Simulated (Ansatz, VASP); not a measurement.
# HfMoC2: VASP beside Ansatz

File INCAR:

```
SYSTEM = HfMoC2
PREC = Accurate
ENCUT = 520
EDIFF = 1E-6
ISMEAR = -1
SIGMA = 0.05
LREAL = .False.
LASPH = .True.
NELM = 80
ALGO = Normal
ISIF = 2
LWAVE = .False.
LCHARG = .False.
GGA = PS
NBANDS = 24
```

KPOINTS

```
regular mesh
0
Gamma
  8 8 6
  0 0 0
```

The input POSCAR:

```
HfMoC2
1.0
    3.2334202240      0.0000000000      0.0000000000
    0.0000000000      3.2334202240      0.0000000000
    0.0000000000      0.0000000000      4.5441860843
Hf Mo C
1 1 2
Direct
    0.0000000000      0.0000000000      0.0000000000
    0.5000000000      0.5000000000      0.5000000000
    0.5000000000      0.5000000000      0.0000000000
    0.0000000000      0.0000000000      0.5000000000
```

The input input.yaml:

```yaml
crystal:
  lattice:
    - [3.233420224, 0.0, 0.0]
    - [0.0, 3.233420224, 0.0]
    - [0.0, 0.0, 4.5441860843]
  atoms:
    - { symbol: Hf, position: [0.0, 0.0, 0.0] }
    - { symbol: Mo, position: [0.5, 0.5, 0.5] }
    - { symbol: C, position: [0.5, 0.5, 0.0] }
    - { symbol: C, position: [0.0, 0.0, 0.5] }
kpoints:
  mp_grid: { grid: [8, 8, 6] }
scf:
  occupations: { method: fermi_dirac, width: 0.05 }
hamiltonian:
  xc: pbesol
  pseudopotentials: { kind: all_electron, lapw: { basis_error: 0.001 } }
output:
  forces: true
  stress: true
  eigenvalues: true
```

Change from the starting cell: volume scaled by 1.04.

Alike in both runs: task single point; functional PBEsol; k mesh 8 × 8 × 6; occupations fermi-dirac, width 0.05 eV; no spin polarisation.

```csv
,VASP,Ansatz
version,VASP 6.6.1,Ansatz 0.2.0
potentials or method,"VASP PAW PBE potentials, release 64 (Hf_pv, Mo_sv, C)","all-electron LAPW, scalar-relativistic"
plane-wave cutoff (eV),520,see its input
```

```csv
,VASP,Ansatz,Ansatz less VASP
gap on the k mesh at the Fermi level (eV),none,none,-
pressure (GPa),-18.3,-18.3,+0.05
largest component of the traceless stress (GPa),2.74,2.76,+0.022
```

A gap of «none» marks a metal or a gap that the smearing closes. Ansatz ran all-electron here, so the differences hold the error of VASP's frozen core and of both bases.

Caveats: so large a pressure means that the cell lies far from this level's equilibrium, or that cutoff or potentials fall short (VASP); the potentials were made for another functional, which shifts forces and pressure (VASP). Spin-orbit coupling is left out, which matters for the levels of Hf.
